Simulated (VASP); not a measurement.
# Zn15NiO16 (a cell with a defect) in VASP: notebook

One crystal, Zn15NiO16 (a cell with a defect), is run at these levels: PBEsol+U; tasks: single point.

Program: VASP 6.6.1. These are calculated values, not measurements. Logs are shortened: lines on timing, memory, paths and dates and some standing lists are left out, and cuts for length are marked.

**1. Starting point**

The cell holds a defect, 32 atoms: a = 6.499 Å, b = 6.499 Å, c = 10.408 Å, α = 90.00°, β = 90.00°, γ = 120.00°.

**2. Single point, PBEsol+U, collinear spin, ferromagnetic start**

The input, INCAR:

```
SYSTEM = Zn15NiO16
PREC = Accurate
ENCUT = 450
EDIFF = 1E-5
ISMEAR = 0
SIGMA = 0.03
LREAL = Auto
LASPH = .TRUE.
NELM = 120
ALGO = Normal
ISIF = 2
LWAVE = .FALSE.
LCHARG = .FALSE.
ISPIN = 2
MAGMOM = 3 0 0 0 0 0 0 0 0 0 0 0 0 0 0 0 0 0 0 0 0 0 0 0 0 0 0 0 0 0 0 0
LORBIT = 11
LMAXMIX = 4
LDAU = .TRUE.
LDAUTYPE = 2
LDAUL = 2 -1 -1
LDAUU = 5 0 0
LDAUJ = 0 0 0
LDAUPRINT = 1
GGA = PS
NBANDS = 169
NELECT = 285.0
KPAR = 4
```

The input, KPOINTS:

```
Automatic mesh
0
G
  3 3 2
  0 0 0
```

The input, POSCAR:

```
Zn15NiO16
1.0
    6.4988000000      0.0000000000      0.0000000000
   -3.2494000000      5.6281258941      0.0000000000
    0.0000000000      0.0000000000     10.4076000000
Ni Zn O
1 15 16
Direct
    0.1666666667      0.3333333333      0.0000000000
    0.1666666667      0.3333333333      0.5000000000
    0.1666666667      0.8333333333      0.0000000000
    0.1666666667      0.8333333333      0.5000000000
    0.6666666667      0.3333333333      0.0000000000
    0.6666666667      0.3333333333      0.5000000000
    0.6666666667      0.8333333333      0.0000000000
    0.6666666667      0.8333333333      0.5000000000
    0.3333333333      0.1666666667      0.2500000000
    0.3333333333      0.1666666667      0.7500000000
    0.3333333333      0.6666666667      0.2500000000
    0.3333333333      0.6666666667      0.7500000000
    0.8333333333      0.1666666667      0.2500000000
    0.8333333333      0.1666666667      0.7500000000
    0.8333333333      0.6666666667      0.2500000000
    0.8333333333      0.6666666667      0.7500000000
    0.1666666667      0.3333333333      0.1910500000
    0.1666666667      0.3333333333      0.6910500000
    0.1666666667      0.8333333333      0.1910500000
    0.1666666667      0.8333333333      0.6910500000
    0.6666666667      0.3333333333      0.1910500000
    0.6666666667      0.3333333333      0.6910500000
    0.6666666667      0.8333333333      0.1910500000
    0.6666666667      0.8333333333      0.6910500000
    0.3333333333      0.1666666667      0.4410500000
    0.3333333333      0.1666666667      0.9410500000
    0.3333333333      0.6666666667      0.4410500000
    0.3333333333      0.6666666667      0.9410500000
    0.8333333333      0.1666666667      0.4410500000
    0.8333333333      0.1666666667      0.9410500000
    0.8333333333      0.6666666667      0.4410500000
    0.8333333333      0.6666666667      0.9410500000
```

Potentials or basis: VASP PAW PBE potentials, release 64 (Ni, Zn, O).

The run is started by

```console
$ cat potpaw_PBE.64/Ni/POTCAR potpaw_PBE.64/Zn/POTCAR potpaw_PBE.64/O/POTCAR > POTCAR
$ mpirun -np 4 vasp_std > vasp.out
```

OUTCAR:

```text
SYSTEM = Zn15NiO16
   PREC = Accurate
   ENCUT = 450
   EDIFF = 1E-5
   ISMEAR = 0
   LREAL = Auto
   LASPH = .TRUE.
   NELM = 120
   ISIF = 2
   ISPIN = 2
   LORBIT = 11
   GGA = PS
   NELECT = 285.0

 ion  position               nearest neighbor table
   1  0.167  0.333  0.000-  26 1.97  28 1.97  30 1.97  17 1.99
   2  0.167  0.333  0.500-  25 1.97  27 1.97  29 1.97  18 1.99
   3  0.167  0.833  0.000-  28 1.97  26 1.97  32 1.97  19 1.99
   4  0.167  0.833  0.500-  27 1.97  25 1.97  31 1.97  20 1.99
   5  0.667  0.333  0.000-  30 1.97  32 1.97  26 1.97  21 1.99
   6  0.667  0.333  0.500-  29 1.97  31 1.97  25 1.97  22 1.99
[... 24 lines left out ...]
  31  0.833  0.667  0.441-   8 1.97   6 1.97   4 1.97  15 1.99
  32  0.833  0.667  0.941-   7 1.97   5 1.97   3 1.97  16 1.99

  LATTYP: Found a hexagonal cell.
 ALAT       =     6.4988000000
 C/A-ratio  =     1.6014648858

  Lattice vectors:

 A1 = (   6.4988000000,   0.0000000000,   0.0000000000)
 A2 = (  -3.2494000000,   5.6281258941,   0.0000000000)
 A3 = (   0.0000000000,   0.0000000000,  10.4076000000)

Analysis of symmetry for initial positions (statically):
=====================================================================
 Subroutine PRICEL returns:
 Original cell was already a primitive cell.

 Routine SETGRP: Setting up the symmetry group for a
 hexagonal supercell.

 Subroutine GETGRP returns: Found  6 space group operations
 (whereof  2 operations were pure point group operations)
 out of a pool of 24 trial point group operations.

The static configuration has the point symmetry C_1h.
 The point group associated with its full space group is C_3v.

Analysis of symmetry for dynamics (positions and initial velocities):
=====================================================================
 Subroutine PRICEL returns:
 Original cell was already a primitive cell.

 Routine SETGRP: Setting up the symmetry group for a
 hexagonal supercell.

 Subroutine GETGRP returns: Found  6 space group operations
 (whereof  2 operations were pure point group operations)
 out of a pool of 24 trial point group operations.

The dynamic configuration has the point symmetry C_1h.
 The point group associated with its full space group is C_3v.

Analysis of structural, dynamic, and magnetic symmetry:
=====================================================================
 Subroutine PRICEL returns:
 Original cell was already a primitive cell.

 Routine SETGRP: Setting up the symmetry group for a
 hexagonal supercell.

 Subroutine GETGRP returns: Found  6 space group operations
 (whereof  2 operations were pure point group operations)
 out of a pool of 24 trial point group operations.

The overall configuration has the point symmetry C_1h.
 The point group associated with its full space group is C_3v.

 Subroutine INISYM returns: Found  6 space group operations
 (whereof  2 operations are pure point group operations),
 and found     1 'primitive' translations

----------------------------------------------------------------------------------------

                                     Primitive cell

  volume of cell :     380.6690

  direct lattice vectors                    reciprocal lattice vectors
     6.498800000  0.000000000  0.000000000     0.153874561  0.088839519  0.000000000
    -3.249400000  5.628125894  0.000000000     0.000000000  0.177679039  0.000000000
     0.000000000  0.000000000 10.407600000     0.000000000  0.000000000  0.096083631

  length of vectors
     6.498800000  6.498800000 10.407600000     0.177679039  0.177679039  0.096083631

  position of ions in fractional coordinates (direct lattice)
     0.166666667  0.333333333  0.000000000
     0.166666667  0.333333333  0.500000000
     0.166666667  0.833333333  0.000000000
[... 148 lines left out ...]
   AEXX    =    0.0000 exact exchange contribution
   IVDW    =     0    specifies the selected vdW correction
   LEPSILON=     F    determine dielectric tensor
   LRPA    =     F    only Hartree local field effects (RPA)
 spin polarized calculation
 Gauss-broadening in eV      SIGMA  =   0.03
  energy-cutoff  :      450.00
  volume of cell :      380.67
 maximum number of plane-waves:      8305
 NGX is ok and might be reduce to    48
   NGX = 23   NGY = 23   NGZ = 37

atom =   1  type =  1  l = 2

 onsite density matrix

spin component  1

  0.9991 -0.0000 -0.0000  0.0106 -0.0000
 -0.0000  0.9891 -0.0000 -0.0000  0.0106
 -0.0000 -0.0000  1.0074  0.0000 -0.0000
  0.0106 -0.0000  0.0000  0.9891  0.0000
 -0.0000  0.0106 -0.0000  0.0000  0.9991

spin component  2

  0.5910  0.0000 -0.0000 -0.2325  0.0000
  0.0000  0.8413  0.0000  0.0000 -0.2325
 -0.0000  0.0000  0.2682  0.0000 -0.0000
 -0.2325  0.0000  0.0000  0.8413 -0.0000
  0.0000 -0.2325 -0.0000 -0.0000  0.5910

 occupancies and eigenvectors

  o =  0.2682  v =  0.0000  0.0000  0.0000  0.0000  0.0000 -0.0000 -0.0000 -1.0000 -0.0000 -0.0000      0.0000  0.0000  0.0000  0.0000  0.0000  0.0000  0.0000  0.0000  0.0000  0.0000
  o =  0.4522  v =  0.0000  0.0000  0.0000  0.0000  0.0000  0.0000  0.5128 -0.0000  0.0000  0.8585      0.0000  0.0000  0.0000  0.0000  0.0000  0.0000  0.0000  0.0000  0.0000  0.0000
  o =  0.4522  v =  0.0000  0.0000  0.0000  0.0000  0.0000 -0.8585  0.0000 -0.0000 -0.5128  0.0000      0.0000  0.0000  0.0000  0.0000  0.0000  0.0000  0.0000  0.0000  0.0000  0.0000
  o =  0.9801  v =  0.0000  0.0000  0.0000  0.0000  0.0000  0.0000 -0.8585 -0.0000 -0.0000  0.5128      0.0000  0.0000  0.0000  0.0000  0.0000  0.0000  0.0000  0.0000  0.0000  0.0000
  o =  0.9801  v =  0.0000  0.0000  0.0000  0.0000  0.0000 -0.5128 -0.0000 -0.0000  0.8585  0.0000      0.0000  0.0000  0.0000  0.0000  0.0000  0.0000  0.0000  0.0000  0.0000  0.0000
  o =  0.9824  v = -0.0000 -0.8455  0.0000  0.0000  0.5340  0.0000  0.0000  0.0000  0.0000  0.0000      0.0000  0.0000  0.0000  0.0000  0.0000  0.0000  0.0000  0.0000  0.0000  0.0000
  o =  0.9824  v = -0.5340  0.0000 -0.0000  0.8455 -0.0000  0.0000  0.0000  0.0000  0.0000  0.0000      0.0000  0.0000  0.0000  0.0000  0.0000  0.0000  0.0000  0.0000  0.0000  0.0000
  o =  1.0058  v = -0.0000 -0.5340 -0.0000 -0.0000 -0.8455  0.0000  0.0000  0.0000  0.0000  0.0000      0.0000  0.0000  0.0000  0.0000  0.0000  0.0000  0.0000  0.0000  0.0000  0.0000
  o =  1.0058  v =  0.8455 -0.0000 -0.0000  0.5340 -0.0000  0.0000  0.0000  0.0000  0.0000  0.0000      0.0000  0.0000  0.0000  0.0000  0.0000  0.0000  0.0000  0.0000  0.0000  0.0000
  o =  1.0074  v =  0.0000  0.0000 -1.0000  0.0000  0.0000  0.0000  0.0000  0.0000  0.0000  0.0000      0.0000  0.0000  0.0000  0.0000  0.0000  0.0000  0.0000  0.0000  0.0000  0.0000

 number of electron     285.0000538 magnetization       2.7952328

 Free energy of the ion-electron system (eV)
  ---------------------------------------------------
  ext. energy  EPLUGINS =         0.00000000
  ---------------------------------------------------
  free energy    TOTEN  =      -157.05512944 eV

  energy without entropy =     -157.04953158  energy(sigma->0) =     -157.05233051

 E-fermi :   1.2507     XC(G=0): -11.1459

 val. band max:        1.2445522258   @ k =   0.0000   0.0000   0.5000
 cond. band min:       1.2525904178   @ k =   0.3333   0.0000   0.0000
 fundamental gap:      0.0080381920
 Fermi energy:         1.2506966720

 spin component 1

 k-point     1 :       0.0000    0.0000    0.0000
  band No.  band energies     occupation
      1     -17.1854      1.00000
      2     -16.7722      1.00000
      3     -16.7722      1.00000
      4     -16.7163      1.00000
      5     -16.4617      1.00000
      6     -16.2474      1.00000
[... 931 lines left out ...]
    153       7.7038      0.00000
    154       7.7276      0.00000
 Fermi energy:         1.2506966720

 spin component 2

 k-point     1 :       0.0000    0.0000    0.0000
  band No.  band energies     occupation
      1     -16.9624      1.00000
      2     -16.5178      1.00000
      3     -16.4517      1.00000
      4     -16.4517      1.00000
      5     -16.4048      1.00000
      6     -16.1829      1.00000
[... 931 lines left out ...]
    153       7.7597      0.00000
    154       7.7701      0.00000
 [bands above 154 left out]

------------------------ aborting loop because EDIFF is reached ----------------------------------------

  FORCE on cell =-STRESS in cart. coord.  units (eV):
  Direction    XX          YY          ZZ          XY          YZ          ZX
  --------------------------------------------------------------------------------------
  -------------------------------------------------------------------------------------
  Total      -14.6605328    -14.6605328    -13.8517103      0.0000000     -0.0000000     -0.0000000
  in kB      -61.7039219    -61.7039219    -58.2997127      0.0000000     -0.0000000     -0.0000000
  external PRESSURE =     -60.5691855 kB  Pullay stress =       0.0000000 kB

 VOLUME and BASIS-vectors are now :
 -----------------------------------------------------------------------------
  energy-cutoff  :      450.00
  volume of cell :      380.67
      direct lattice vectors                 reciprocal lattice vectors
     6.498800000  0.000000000  0.000000000     0.153874561  0.088839519  0.000000000
    -3.249400000  5.628125894  0.000000000     0.000000000  0.177679039  0.000000000
     0.000000000  0.000000000 10.407600000     0.000000000  0.000000000  0.096083631

 POSITION                                       TOTAL-FORCE (eV/Angst)
 -----------------------------------------------------------------------------------
      0.00000      1.87604      0.00000        -0.000000      0.000000      0.188072
      0.00000      1.87604      5.20380        -0.000000      0.000000      0.001348
     -1.62470      4.69010      0.00000        -0.271997     -0.157038      0.320646
     -1.62470      4.69010      5.20380        -0.019986     -0.011539     -0.037958
      3.24940      1.87604      0.00000        -0.000000      0.314076      0.320646
      3.24940      1.87604      5.20380        -0.000000      0.023078     -0.037958
[... 24 lines left out ...]
      3.24940      3.75208      4.59027        -0.000000      0.000000     -0.024492
      3.24940      3.75208      9.79407        -0.000000      0.000000      0.046010
 -----------------------------------------------------------------------------------
    total drift:                                0.000007      0.000002     -0.004314

  FREE ENERGIE OF THE ION-ELECTRON SYSTEM (eV)
  ---------------------------------------------------
  free  energy   TOTEN  =      -157.0551294352 eV

  energy  without entropy=     -157.0495315821  energy(sigma->0) =     -157.05233051

 total charge

# of ion       s       p       d       tot
------------------------------------------
    1        0.390   0.440   8.100   8.930
    2        0.457   0.489   9.894  10.840
    3        0.458   0.487   9.888  10.833
    4        0.457   0.488   9.893  10.838
    5        0.458   0.487   9.888  10.833
    6        0.457   0.488   9.893  10.838
[... 24 lines left out ...]
   31        1.554   3.427   0.000   4.981
   32        1.554   3.432   0.000   4.985
--------------------------------------------------
tot         32.134  62.553 156.490 251.178

 magnetization (x)

# of ion       s       p       d       tot
------------------------------------------
    1        0.001   0.040   1.842   1.884
    2       -0.000  -0.000  -0.001  -0.001
    3       -0.001   0.001   0.019   0.019
    4       -0.000   0.000   0.001   0.001
    5       -0.001   0.001   0.019   0.019
    6       -0.000   0.000   0.001   0.001
[... 24 lines left out ...]
   31        0.000   0.001   0.000   0.001
   32       -0.000   0.006   0.000   0.006
--------------------------------------------------
tot          0.010   0.719   1.953   2.682
```

It took 7.7 min on 4 MPI ranks of Intel Xeon 6975P-C (Granite Rapids), shared host; peak memory 0.8 GiB.

What came out:

```yaml
Free_energy: -157.0551 eV
Largest_force: 1.538 eV/Å
Band_gap_on_the_k_mesh: none (metal or under the smearing width)
Net_moment: 2.80 μB per cell
Site_moments: Ni +1.88; Zn -0.00, +0.02, +0.00, +0.01; O +0.14, +0.01, +0.00, +0.16 μB
Valence_electrons_inside_the_program's_atomic_spheres: Ni 8.93; Zn 10.84, 10.83, 10.85; O 4.97, 4.98, 4.99
```

Forces on the atoms (eV/Å):
```
Ni   0.000  0.000  0.188
Zn   0.000  0.000  0.001
Zn  -0.272 -0.157  0.321
Zn  -0.020 -0.012 -0.038
Zn   0.000  0.314  0.321
Zn   0.000  0.023 -0.038
Zn   0.272 -0.157  0.321
Zn   0.020 -0.012 -0.038
Zn   0.225 -0.130  0.267
Zn  -0.004  0.002 -0.419
Zn   0.000  0.260  0.267
Zn   0.000 -0.004 -0.419
Zn  -0.225 -0.130  0.267
Zn   0.004  0.002 -0.419
Zn   0.000  0.000  0.157
Zn   0.000  0.000 -0.152
O    0.000  0.000 -1.538
O    0.000  0.000  0.219
O    0.044  0.025 -0.253
O    0.071  0.041  0.191
O    0.000 -0.050 -0.253
O    0.000 -0.082  0.191
O   -0.044  0.025 -0.253
O   -0.071  0.041  0.191
O   -0.037  0.021 -0.118
O   -0.959  0.554  0.417
O    0.000 -0.042 -0.118
O    0.000 -1.108  0.417
O    0.037  0.021 -0.118
O    0.959  0.554  0.417
O    0.000  0.000 -0.024
O    0.000  0.000  0.046
```

Eigenvalues of the final occupation matrices:
```csv
site,spin,trace,eigenvalues
site 1 d,1,4.98,0.98 0.98 1.01 1.01 1.01
site 1 d,2,3.13,0.27 0.45 0.45 0.98 0.98
```

Caveat: the k mesh is coarse (spacing up to 0.37 Å⁻¹), so the values aren't converged; the cell is charged against a uniform background, so pressure and absolute levels hang on convention; the cutoff is under 1.25 times the usual one of these potentials, so pressure, stress and relaxed cells hold a basis-set (Pulay) error; the PAW data sets were made with another functional, which shifts forces and pressure a little.

**3. Single point, PBEsol+U, collinear spin, ferromagnetic start**

INCAR, as its differences from that of step 2:

```diff
@@ -14,3 +14,3 @@
 ISPIN = 2
-MAGMOM = 3 0 0 0 0 0 0 0 0 0 0 0 0 0 0 0 0 0 0 0 0 0 0 0 0 0 0 0 0 0 0 0
+MAGMOM = 1 0 0 0 0 0 0 0 0 0 0 0 0 0 0 0 0 0 0 0 0 0 0 0 0 0 0 0 0 0 0 0
 LORBIT = 11
```

KPOINTS is that of step 2.

POSCAR is that of step 2.

Potentials or basis: VASP PAW PBE potentials, release 64 (Ni, Zn, O).

The run is started by

```console
$ cat potpaw_PBE.64/Ni/POTCAR potpaw_PBE.64/Zn/POTCAR potpaw_PBE.64/O/POTCAR > POTCAR
$ mpirun -np 4 vasp_std > vasp.out
```

Wall time 8.4 min (4 MPI ranks of Intel Xeon 6975P-C (Granite Rapids), shared host); peak memory 0.8 GiB.

Results (log left out):

| Item | Value |
| --- | --- |
| Free energy | -157.0551 eV |
| Largest force | 1.535 eV/Å |
| Band gap on the k mesh | none (metal or under the smearing width) |
| Net moment | 2.79 μB per cell |
| Site moments | Ni +1.89; Zn -0.00, +0.02, +0.00, +0.01; O +0.14, +0.01, +0.00, +0.16 μB |
| Valence electrons inside the program's atomic spheres | Ni 8.93; Zn 10.84, 10.83, 10.85; O 4.97, 4.98, 4.99 |

Forces on the atoms (eV/Å):
```
Ni   0.000  0.000  0.187
Zn   0.000  0.000  0.001
Zn  -0.272 -0.157  0.321
Zn  -0.020 -0.011 -0.038
Zn   0.000  0.314  0.321
Zn   0.000  0.023 -0.038
Zn   0.272 -0.157  0.321
Zn   0.020 -0.011 -0.038
Zn   0.224 -0.130  0.266
Zn  -0.003  0.002 -0.418
Zn   0.000  0.259  0.266
Zn   0.000 -0.004 -0.418
Zn  -0.224 -0.130  0.266
Zn   0.003  0.002 -0.418
Zn   0.000  0.000  0.156
Zn   0.000  0.000 -0.152
O    0.000  0.000 -1.535
O    0.000  0.000  0.218
O    0.043  0.025 -0.253
O    0.071  0.041  0.190
O    0.000 -0.050 -0.253
O    0.000 -0.082  0.190
O   -0.043  0.025 -0.253
O   -0.071  0.041  0.190
O   -0.037  0.021 -0.117
O   -0.960  0.554  0.416
O    0.000 -0.042 -0.117
O    0.000 -1.109  0.416
O    0.037  0.021 -0.117
O    0.960  0.554  0.416
O    0.000  0.000 -0.025
O    0.000  0.000  0.046
```

Levels at points of the mesh, in eV from the Fermi level:
Spin up:
| k point | band 140 | band 141 | band 142 | band 143 | band 144 | band 145 | band 146 | band 147 | band 148 | band 149 |
| --- | --- | --- | --- | --- | --- | --- | --- | --- | --- | --- |
| (0.00, 0.00, 0.00) | -0.39 | -0.39 | -0.18 | 0.01 | 0.01 | 0.72 | 3.37 | 3.38 | 5.13 | 5.48 |
| (0.00, 0.00, 0.50) | -0.60 | -0.28 | -0.28 | -0.02 | -0.02 | 1.80 | 1.89 | 4.58 | 4.68 | 5.30 |
Spin down:
| k point | band 139 | band 140 | band 141 | band 142 | band 143 | band 144 |
| --- | --- | --- | --- | --- | --- | --- |
| (0.00, 0.00, 0.00) | -0.28 | -0.04 | -0.04 | 0.46 | 0.46 | 0.76 |
| (0.00, 0.00, 0.50) | -0.38 | -0.01 | -0.01 | 0.45 | 0.45 | 0.79 |

Eigenvalues of the final occupation matrices:
| site | spin | trace | eigenvalues |
| --- | --- | --- | --- |
| site 1 d | 1 | 4.98 | 0.98 0.98 1.01 1.01 1.01 |
| site 1 d | 2 | 3.13 | 0.27 0.45 0.45 0.98 0.98 |

Caveat: the k mesh is coarse (spacing up to 0.37 Å⁻¹), so the values aren't converged; the cell is charged against a uniform background, so pressure and absolute levels hang on convention; the cutoff is under 1.25 times the usual one of these potentials, so pressure, stress and relaxed cells hold a basis-set (Pulay) error; the PAW data sets were made with another functional, which shifts forces and pressure a little.

[end of part 1 of 2]
